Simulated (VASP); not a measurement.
OSZICAR of a VASP run on Dy2FeCo3 (space group R-3m):

OSZICAR:
```
       N       E                     dE             d eps       ncg     rms          rms(c)
DAV:   1     0.481893429283E+03    0.48189E+03   -0.19258E+04  4060   0.247E+03
DAV:   2     0.606493583259E+02   -0.42124E+03   -0.37579E+03  3236   0.392E+02
DAV:   3    -0.368327202716E+02   -0.97482E+02   -0.89008E+02  3132   0.154E+02
DAV:   4    -0.536937762511E+02   -0.16861E+02   -0.16483E+02  5046   0.558E+01
DAV:   5    -0.554953607928E+02   -0.18016E+01   -0.17611E+01  5070   0.189E+01    0.478E+01
DAV:   6    -0.116963720925E+03   -0.61468E+02   -0.16263E+02  5095   0.227E+02    0.938E+01
DAV:   7    -0.776479428555E+02    0.39316E+02   -0.77338E+01  3368   0.101E+02    0.198E+02
DAV:   8    -0.553423947631E+02    0.22306E+02   -0.12461E+01  4010   0.349E+01    0.138E+02
DAV:   9    -0.618785758179E+02   -0.65362E+01   -0.21985E+01  3931   0.569E+01    0.858E+01
DAV:  10    -0.510134189460E+02    0.10865E+02   -0.17666E+01  3718   0.372E+01    0.519E+01
DAV:  11    -0.490607566871E+02    0.19527E+01   -0.90232E+00  4841   0.473E+01    0.401E+01
DAV:  12    -0.510386245971E+02   -0.19779E+01   -0.45498E+00  4221   0.415E+01    0.396E+01
DAV:  13    -0.517802493604E+02   -0.74162E+00   -0.84464E-01  4764   0.108E+01    0.423E+01
DAV:  14    -0.506850370102E+02    0.10952E+01   -0.29897E-01  4704   0.132E+01    0.306E+01
DAV:  15    -0.493006035965E+02    0.13844E+01   -0.10589E+00  4284   0.221E+01    0.128E+01
DAV:  16    -0.491969310058E+02    0.10367E+00   -0.60758E-01  5250   0.861E+00    0.634E+00
DAV:  17    -0.492397017636E+02   -0.42771E-01   -0.13964E-01  4504   0.429E+00    0.830E+00
DAV:  18    -0.492386865088E+02    0.10153E-02   -0.48884E-02  4653   0.341E+00    0.678E+00
DAV:  19    -0.492574744638E+02   -0.18788E-01   -0.45449E-02  4866   0.331E+00    0.566E+00
DAV:  20    -0.492782797950E+02   -0.20805E-01   -0.61724E-02  4837   0.312E+00    0.495E+00
DAV:  21    -0.492935934186E+02   -0.15314E-01   -0.24930E-02  4889   0.254E+00    0.473E+00
DAV:  22    -0.493038129062E+02   -0.10219E-01   -0.13623E-02  4868   0.189E+00    0.367E+00
DAV:  23    -0.493203075271E+02   -0.16495E-01   -0.15279E-02  5234   0.147E+00    0.377E+00
DAV:  24    -0.493229643792E+02   -0.26569E-02   -0.51320E-03  4961   0.116E+00    0.327E+00
DAV:  25    -0.493285434863E+02   -0.55791E-02   -0.32621E-03  5248   0.877E-01    0.330E+00
DAV:  26    -0.493284970553E+02    0.46431E-04   -0.13699E-03  5308   0.699E-01    0.305E+00
DAV:  27    -0.493324559664E+02   -0.39589E-02   -0.23302E-03  5039   0.967E-01    0.319E+00
DAV:  28    -0.493335962582E+02   -0.11403E-02   -0.46174E-04  5521   0.250E-01    0.318E+00
DAV:  29    -0.493295483730E+02    0.40479E-02   -0.25863E-03  4469   0.108E+00    0.324E+00
DAV:  30    -0.493282850398E+02    0.12633E-02   -0.58471E-04  4893   0.502E-01    0.320E+00
DAV:  31    -0.493259089484E+02    0.23761E-02   -0.96177E-04  4238   0.632E-01    0.322E+00
DAV:  32    -0.492988127088E+02    0.27096E-01   -0.55524E-02  3851   0.457E+00    0.333E+00
DAV:  33    -0.492585959610E+02    0.40217E-01   -0.12258E-01  4154   0.632E+00    0.367E+00
DAV:  34    -0.492181826194E+02    0.40413E-01   -0.59055E-02  4706   0.454E+00    0.416E+00
DAV:  35    -0.492229399323E+02   -0.47573E-02   -0.85192E-03  4584   0.938E-01    0.398E+00
DAV:  36    -0.492213768965E+02    0.15630E-02   -0.16989E-03  4930   0.381E-01    0.398E+00
DAV:  37    -0.492214363895E+02   -0.59493E-04   -0.62039E-04  4815   0.233E-01    0.406E+00
DAV:  38    -0.492219941169E+02   -0.55773E-03   -0.10503E-04  4746   0.869E-02    0.403E+00
DAV:  39    -0.492209273547E+02    0.10668E-02   -0.58652E-05  4287   0.116E-01    0.404E+00
DAV:  40    -0.492216981350E+02   -0.77078E-03   -0.12749E-05  3411   0.687E-02    0.403E+00
DAV:  41    -0.492401930622E+02   -0.18495E-01   -0.50786E-03  3791   0.152E+00    0.368E+00
DAV:  42    -0.492646669301E+02   -0.24474E-01   -0.20570E-02  4103   0.278E+00    0.315E+00
DAV:  43    -0.492640348960E+02    0.63203E-03   -0.20381E-03  4811   0.878E-01    0.309E+00
DAV:  44    -0.492649458451E+02   -0.91095E-03   -0.11890E-02  4164   0.236E+00    0.260E+00
DAV:  45    -0.492880005775E+02   -0.23055E-01   -0.68427E-02  3977   0.487E+00    0.198E+00
DAV:  46    -0.493081223518E+02   -0.20122E-01   -0.37150E-02  4521   0.376E+00    0.183E+00
DAV:  47    -0.493105343323E+02   -0.24120E-02   -0.35614E-03  4498   0.581E-01    0.186E+00
DAV:  48    -0.493087775973E+02    0.17567E-02   -0.38715E-04  5493   0.261E-01    0.185E+00
DAV:  49    -0.493161254615E+02   -0.73479E-02   -0.98833E-03  3849   0.219E+00    0.182E+00
DAV:  50    -0.493181939301E+02   -0.20685E-02   -0.37779E-04  5076   0.292E-01    0.176E+00
DAV:  51    -0.493183546132E+02   -0.16068E-03   -0.24712E-02  3956   0.344E+00    0.206E+00
DAV:  52    -0.493209222560E+02   -0.25676E-02   -0.10532E-03  4998   0.553E-01    0.200E+00
DAV:  53    -0.493207310059E+02    0.19125E-03   -0.49084E-04  4414   0.110E-01    0.201E+00
DAV:  54    -0.493200419759E+02    0.68903E-03   -0.18524E-04  4088   0.374E-01    0.201E+00
DAV:  55    -0.493196808868E+02    0.36109E-03   -0.12864E-04  4123   0.287E-01    0.201E+00
DAV:  56    -0.493234860211E+02   -0.38051E-02   -0.12611E-02  3790   0.292E+00    0.217E+00
DAV:  57    -0.493241864454E+02   -0.70042E-03   -0.56385E-04  4773   0.471E-01    0.212E+00
DAV:  58    -0.493242084063E+02   -0.21961E-04   -0.49492E-04  4236   0.581E-01    0.214E+00
DAV:  59    -0.493266056053E+02   -0.23972E-02   -0.26526E-04  4934   0.365E-01    0.208E+00
DAV:  60    -0.493266514428E+02   -0.45838E-04   -0.11216E-03  4171   0.890E-01    0.206E+00
DAV:  61    -0.493295148034E+02   -0.28634E-02   -0.41889E-04  5133   0.371E-01    0.206E+00
DAV:  62    -0.493298060133E+02   -0.29121E-03   -0.13813E-04  5354   0.211E-01    0.206E+00
DAV:  63    -0.493284393731E+02    0.13666E-02   -0.12365E-03  3952   0.920E-01    0.213E+00
DAV:  64    -0.493282523845E+02    0.18699E-03   -0.18934E-04  4928   0.245E-01    0.210E+00
DAV:  65    -0.493245223974E+02    0.37300E-02   -0.71655E-04  4293   0.510E-01    0.216E+00
DAV:  66    -0.493268750384E+02   -0.23526E-02   -0.49461E-04  4236   0.411E-01    0.215E+00
DAV:  67    -0.493265072556E+02    0.36778E-03   -0.41453E-05  4997   0.661E-02    0.217E+00
DAV:  68    -0.493269825514E+02   -0.47530E-03   -0.77550E-06  3444   0.656E-02    0.216E+00
DAV:  69    -0.493273225281E+02   -0.33998E-03   -0.72325E-05  4191   0.266E-01    0.212E+00
DAV:  70    -0.493317151286E+02   -0.43926E-02   -0.74730E-04  4125   0.470E-01    0.196E+00
DAV:  71    -0.493309957144E+02    0.71941E-03   -0.19127E-04  4080   0.353E-01    0.200E+00
DAV:  72    -0.493315957608E+02   -0.60005E-03   -0.28154E-04  4374   0.483E-01    0.196E+00
DAV:  73    -0.493313396322E+02    0.25613E-03   -0.74236E-05  5076   0.165E-01    0.195E+00
DAV:  74    -0.493314553262E+02   -0.11569E-03   -0.26462E-05  4364   0.587E-02    0.196E+00
DAV:  75    -0.493324736942E+02   -0.10184E-02   -0.19348E-04  3810   0.464E-01    0.195E+00
DAV:  76    -0.493380670919E+02   -0.55934E-02   -0.11602E-02  3767   0.240E+00    0.172E+00
DAV:  77    -0.493404533765E+02   -0.23863E-02   -0.60104E-04  4353   0.694E-01    0.167E+00
DAV:  78    -0.493401918006E+02    0.26158E-03   -0.11392E-04  4672   0.254E-01    0.167E+00
DAV:  79    -0.493403594261E+02   -0.16763E-03   -0.10576E-03  4047   0.731E-01    0.158E+00
DAV:  80    -0.493415660209E+02   -0.12066E-02   -0.18960E-04  4699   0.210E-01    0.152E+00
DAV:  81    -0.493431450043E+02   -0.15790E-02   -0.17671E-03  4178   0.797E-01    0.144E+00
DAV:  82    -0.493437185570E+02   -0.57355E-03   -0.20319E-04  4885   0.139E-01    0.139E+00
DAV:  83    -0.493427708283E+02    0.94773E-03   -0.15831E-04  4961   0.318E-01    0.146E+00
DAV:  84    -0.493429664390E+02   -0.19561E-03   -0.22062E-05  4458   0.470E-02    0.145E+00
DAV:  85    -0.493429009930E+02    0.65446E-04   -0.11250E-05  3275   0.766E-02    0.145E+00
DAV:  86    -0.493508534860E+02   -0.79525E-02   -0.11879E-02  4112   0.320E+00    0.132E+00
DAV:  87    -0.493514099935E+02   -0.55651E-03   -0.93748E-04  4235   0.291E-01    0.133E+00
DAV:  88    -0.493513120627E+02    0.97931E-04   -0.14739E-04  5279   0.107E-01    0.134E+00
DAV:  89    -0.493514915533E+02   -0.17949E-03   -0.74317E-05  4705   0.105E-01    0.138E+00
DAV:  90    -0.493516768471E+02   -0.18529E-03   -0.15054E-04  4250   0.238E-01    0.138E+00
DAV:  91    -0.493499088470E+02    0.17680E-02   -0.26737E-03  3798   0.122E+00    0.227E+00
DAV:  92    -0.493502786270E+02   -0.36978E-03   -0.36827E-04  4580   0.399E-01    0.243E+00
DAV:  93    -0.493501710775E+02    0.10755E-03   -0.53226E-05  4535   0.976E-02    0.246E+00
DAV:  94    -0.493513979978E+02   -0.12269E-02   -0.63672E-04  4000   0.715E-01    0.227E+00
DAV:  95    -0.493517570351E+02   -0.35904E-03   -0.38715E-03  4126   0.154E+00    0.182E+00
DAV:  96    -0.493526904549E+02   -0.93342E-03   -0.11559E-03  4728   0.719E-01    0.155E+00
DAV:  97    -0.493530197399E+02   -0.32928E-03   -0.27171E-04  4810   0.331E-01    0.157E+00
DAV:  98    -0.493528847553E+02    0.13498E-03   -0.20512E-04  4822   0.234E-01    0.154E+00
DAV:  99    -0.493530604471E+02   -0.17569E-03   -0.18294E-04  4894   0.384E-01    0.151E+00
DAV: 100    -0.493530063208E+02    0.54126E-04   -0.15065E-04  4940   0.264E-01
   1 F= -.49353006E+02 E0= -.49274883E+02  d E =-.156246E+00  mag=    14.5101
```

Q: Which electronic solver shows in the log?

A: It is blocked Davidson (ALGO = Normal, or the opening steps of other solvers). The INCAR had ALGO = Normal.

Q: How was spin treated?

A: Collinear spin (ISPIN = 2): the summary line carries one mag value, 14.51 μB in the cell.

Q: Can the final energy be trusted as converged?

A: Convergence was not reached. It stopped with EDIFF = 1E-6, NELM = 100 (PBEsol GGA, plane waves, VASP's PBE PAW potentials (set 64)).  The run has a spin-polarised start.

The structure comes from a computed database's Dy2FeCo3 entry; how it stands against other phases isn't given here. The cell was not relaxed at this level. The k-mesh is coarse (spacing up to 0.37 per Å, 2π included), so the numbers may not be converged in it.
